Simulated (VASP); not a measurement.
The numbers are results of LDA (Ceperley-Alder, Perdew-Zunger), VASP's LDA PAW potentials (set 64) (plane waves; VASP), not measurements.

A VASP calculation is set up with these files.

File KPOINTS:
```
kpoints
0
gamma
  16 16 9
0 0 0
```

INCAR:
```
SYSTEM=Be
PREC=Accurate; ENCUT=520; LREAL=.False.
LASPH=.True.
EDIFF=1E-6; NELM=100; ALGO=Normal
ISMEAR=1; SIGMA=0.1
IBRION=2; NSW=60; ISIF=3
EDIFFG=-0.01
LWAVE=.False.; LCHARG=.False.
```

### POSCAR
```
Be
1.0
  1.1450000000  -1.9831980000   0.0000000000
  1.1450000000   1.9831980000   0.0000000000
  0.0000000000   0.0000000000   3.5800000000
Be
2
Cartesian
  1.1450000000   0.6610673221   0.8950000000
  1.1450000000  -0.6610673221   2.6850000000
```

POTCAR, in this order: Be (LDA.64 set). Program: vasp_std.

What VASP printed:

File OSZICAR:
```
       N       E                     dE             d eps       ncg     rms          rms(c)
DAV:   1    -0.358129517206E+01   -0.35813E+01   -0.17928E+03  1824   0.545E+02
DAV:   2    -0.841091962558E+01   -0.48296E+01   -0.45820E+01  2628   0.509E+01
DAV:   3    -0.843888517323E+01   -0.27966E-01   -0.27963E-01  2232   0.430E+00
DAV:   4    -0.843889611593E+01   -0.10943E-04   -0.10943E-04  2688   0.840E-02
DAV:   5    -0.843889611893E+01   -0.30063E-08   -0.35485E-08  2220   0.858E-04    0.119E+00
DAV:   6    -0.840844672586E+01    0.30449E-01   -0.21994E-03  2076   0.412E-01    0.720E-01
DAV:   7    -0.839407479119E+01    0.14372E-01   -0.38506E-03  2070   0.527E-01    0.171E-02
DAV:   8    -0.839406755702E+01    0.72342E-05   -0.10528E-05  2676   0.373E-02    0.484E-03
DAV:   9    -0.839406673903E+01    0.81799E-06   -0.43958E-07  1800   0.746E-03
   1 F= -.83940667E+01 E0= -.83940113E+01  d E =-.839407E+01
       N       E                     dE             d eps       ncg     rms          rms(c)
DAV:   1    -0.842391798765E+01   -0.29850E-01   -0.94478E-02  1878   0.352E+00    0.125E-01
DAV:   2    -0.842341942988E+01    0.49856E-03   -0.12559E-04  2688   0.127E-01    0.781E-02
DAV:   3    -0.842313775913E+01    0.28167E-03   -0.43470E-05  1956   0.841E-02    0.368E-03
DAV:   4    -0.842313565026E+01    0.21089E-05   -0.33470E-07  2214   0.669E-03    0.141E-03
DAV:   5    -0.842313535035E+01    0.29991E-06   -0.94156E-08  1074   0.365E-03
   2 F= -.84231354E+01 E0= -.84230652E+01  d E =-.290686E-01
       N       E                     dE             d eps       ncg     rms          rms(c)
DAV:   1    -0.842372773804E+01   -0.59209E-03   -0.21750E-03  1884   0.537E-01    0.194E-02
DAV:   2    -0.842371526874E+01    0.12469E-04   -0.29915E-06  2694   0.192E-02    0.121E-02
DAV:   3    -0.842370820394E+01    0.70648E-05   -0.11408E-06  1872   0.138E-02    0.598E-04
DAV:   4    -0.842370814516E+01    0.58778E-07   -0.99627E-09  1038   0.119E-03
   3 F= -.84237081E+01 E0= -.84236353E+01  d E =-.296414E-01
       N       E                     dE             d eps       ncg     rms          rms(c)
DAV:   1    -0.842370160413E+01    0.65998E-05   -0.49254E-05  1890   0.809E-02    0.294E-03
DAV:   2    -0.842370131108E+01    0.29305E-06   -0.67928E-08  2118   0.291E-03
   4 F= -.84237013E+01 E0= -.84236281E+01  d E =-.296346E-01
       N       E                     dE             d eps       ncg     rms          rms(c)
DAV:   1    -0.842384323089E+01   -0.14163E-03   -0.15959E-03  2250   0.268E-01    0.145E-02
DAV:   2    -0.842384169795E+01    0.15329E-05   -0.66902E-06  2028   0.225E-02    0.877E-03
DAV:   3    -0.842384046458E+01    0.12334E-05   -0.82375E-07  1908   0.505E-03    0.119E-04
DAV:   4    -0.842384046468E+01   -0.10061E-09   -0.96856E-09  1050   0.936E-04
   5 F= -.84238405E+01 E0= -.84237526E+01  d E =-.139154E-03
       N       E                     dE             d eps       ncg     rms          rms(c)
DAV:   1    -0.842384112148E+01   -0.65690E-06   -0.84282E-06  2268   0.195E-02    0.104E-03
DAV:   2    -0.842384111363E+01    0.78490E-08   -0.35118E-08  1110   0.163E-03
   6 F= -.84238411E+01 E0= -.84237521E+01  d E =-.139803E-03
```

### OUTCAR
```
------------------------ aborting loop because EDIFF is reached ----------------------------------------
  FORCE on cell =-STRESS in cart. coord.  units (eV):
  Direction    XX          YY          ZZ          XY          YZ          ZX
  --------------------------------------------------------------------------------------
  Total        0.0138944      0.0138944      0.0150261     -0.0000000      0.0000000     -0.0000000
  in kB        1.4706822      1.4706819      1.5904740     -0.0000000      0.0000000     -0.0000000
  external PRESSURE =       1.5106127 kB  Pullay stress =       0.0000000 kB
  volume of cell :       15.14
      direct lattice vectors                 reciprocal lattice vectors
     1.115898105 -1.932792053  0.000000000     0.448069584 -0.258693117 -0.000000000
     1.115898105  1.932792053  0.000000000     0.448069584  0.258693117 -0.000000000
     0.000000000 -0.000000000  3.509063975    -0.000000000 -0.000000000  0.284976281
 POSITION                                       TOTAL-FORCE (eV/Angst)
 -----------------------------------------------------------------------------------
      1.11590      0.64427      0.87727        -0.000000     -0.000000      0.000000
      1.11590     -0.64427      2.63180         0.000000      0.000000      0.000000
 -----------------------------------------------------------------------------------
    total drift:                                0.000000     -0.000002      0.000004
  FREE ENERGIE OF THE ION-ELECTRON SYSTEM (eV)
  ---------------------------------------------------
  free  energy   TOTEN  =        -8.4238411136 eV

  energy  without entropy=       -8.4235740361  energy(sigma->0) =       -8.42375209

 reached required accuracy - stopping structural energy minimisation
```
(Selected blocks of OUTCAR.)

**CONTCAR**
```
Be
   1.00000000000000
     1.1158981054521910   -1.9327920533434535    0.0000000000000000
     1.1158981054521910    1.9327920533434535    0.0000000000000000
     0.0000000000000000   -0.0000000000000000    3.5090639752294432
  Be
     2
Direct
     0.3333330000000032    0.6666669999999968    0.2500000000000000
     0.6666669999999968    0.3333330000000032    0.7500000000000000
```

Energy and stress use the plane-wave basis of the starting cell.

The compound is Be in the hcp structure. This run relaxes it. Symmetry was kept, so distortions that lower it aren't found.
